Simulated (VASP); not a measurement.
Wanted: the native input for a VASP 6.6.1 run.

| Quantity | Value |
| --- | --- |
| Task | single point |
| Functional | r2SCAN |
| Potentials or basis | VASP PAW PBE potentials, release 64 (Ga_d, Sn_d, Se) |
| Cutoff | 520 eV |
| k mesh | 10 × 10 × 2 |
| Occupations | gaussian, width 0.1 eV |
| Spin | no spin polarisation |
| Further INCAR settings | ALGO = Normal; EDIFF = 1e-06; NBANDS = 56 |

The structure of Ga2SnSe lies in POSCAR:

```
Ga2SnSe
1.0
    3.9439430000      0.0000000000      0.0000000000
   -1.9719720000      3.4155550000      0.0000000000
    0.0000000000      0.0000000000     16.3682600000
Ga Sn Se
4 2 2
Direct
    0.0000000000      0.0000000000      0.0753750000
    0.0000000000      0.0000000000      0.9246250000
    0.3333330000      0.6666670000      0.4611690000
    0.6666670000      0.3333330000      0.5388310000
    0.3333330000      0.6666670000      0.6423020000
    0.6666670000      0.3333330000      0.3576980000
    0.3333330000      0.6666670000      0.1434730000
    0.6666670000      0.3333330000      0.8565270000
```

The cell was built by a generator and needn't be a form met in nature.

One way to write it, as run:

INCAR

```
SYSTEM = Ga2SnSe
PREC     = Accurate       ! precision mode
ENCUT    = 520            ! plane-wave cutoff, eV
EDIFF    = 1E-6           ! SCF threshold, eV
ISMEAR   = 0              ! smearing method
SIGMA    = 0.1            ! smearing width, eV
LREAL    = .False.        ! projectors in reciprocal space
LASPH    = .True.         ! aspherical terms in the spheres
NELM     = 150            ! most SCF steps
ALGO     = Normal         ! electronic algorithm
ISIF     = 2              ! what is computed and relaxed
LWAVE    = .False.        ! write WAVECAR
LCHARG   = .False.        ! write CHGCAR
METAGGA  = R2SCAN         ! meta-GGA
LMIXTAU  = .True.       
NBANDS   = 56             ! bands
KPAR     = 4
```

KPOINTS

```
regular mesh
0
Gamma
  10 10 2
  0 0 0
```

Potentials or basis: VASP PAW PBE potentials, release 64 (Ga_d, Sn_d, Se).

Command:

```bash
$ cat potpaw_PBE.64/Ga_d/POTCAR potpaw_PBE.64/Sn_d/POTCAR potpaw_PBE.64/Se/POTCAR > POTCAR
$ mpirun -np 4 vasp_std > vasp.out
```

It gave:

```yaml
Pressure: -1.9 GPa
Largest_force: 0.383 eV/Å
Band_gap_on_the_k_mesh: none (metal or under the smearing width)
```

Caveat: the PAW data sets were made with another functional, which shifts forces and pressure a little.

It took 8.6 min on 4 MPI ranks on Intel(R) Xeon(R) 6975P-C (Granite Rapids), with other jobs on the host, peak memory 0.58 GiB a rank.
